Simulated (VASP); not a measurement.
The input files of a VASP run:

### POSCAR
```
Cl
8.09480
  0.2711864407  -0.3777239709   0.0000000000
  0.2711864407   0.3777239709   0.0000000000
  0.0000000000   0.0000000000   1.0000000000
Cl
4
direct
  0.8825970000   0.8836020000   0.8913590000
  0.6192660000   0.6214680000   0.4017870000
  0.3748850000   0.3786860000   0.6078150000
  0.1232530000   0.1162440000   0.0990400000
```

KPOINTS:
```
Automatic mesh
0
Gamma
5 5 2
0 0 0
```

INCAR:
```
! general
SYSTEM = Cl
PREC   = Accurate
ENCUT  = 300   ! plane-wave cut-off (eV)
LREAL  = .FALSE.   ! projection in real space or not
LASPH  = .TRUE.

! electronic loop
EDIFF  = 1E-6
NELM   = 100
ALGO   = Normal

! smearing
ISMEAR = -1
SIGMA  = 0.01

! functional
GGA    = PE   ! PBE

! ions
ISIF   = 2

! output
LWAVE  = .FALSE.
LCHARG = .FALSE.
```

POTCAR, in this order: Cl (PBE.64 set). Program: vasp_std.

Question: Write an equivalent input for Ansatz.

Answer: One equivalent input (not run):
Ansatz 0.2 input:
```yaml
crystal:
  lattice:
    - [2.1952000, -3.0576000, 0.0000000]
    - [2.1952000, 3.0576000, 0.0000000]
    - [0.0000000, 0.0000000, 8.0948000]
  atoms:
    - { symbol: Cl, position: [0.8825970, 0.8836020, 0.8913590] }
    - { symbol: Cl, position: [0.6192660, 0.6214680, 0.4017870] }
    - { symbol: Cl, position: [0.3748850, 0.3786860, 0.6078150] }
    - { symbol: Cl, position: [0.1232530, 0.1162440, 0.0990400] }
kpoints:
  mp_grid: { grid: [5, 5, 2] }
hamiltonian:
  xc: pbe
  pseudopotentials: { kind: paw }
scf:
  occupations: { method: fermi_dirac, width: 0.01 }
  max_iter: 100
output: { forces: true, stress: true, eigenvalues: true }
```
What does not carry over: each code has its own PAW files, so the cut-off isn't converted (ENCUT is set for VASP's; basis.ecutwfc is left out, and Ansatz then takes the one that its files recommend); Ansatz stops its SCF on the density residual and VASP on the energy change (EDIFF).

The structure is a typed Cl crystal. The cell was not relaxed at this level, atoms are displaced from their ideal sites.
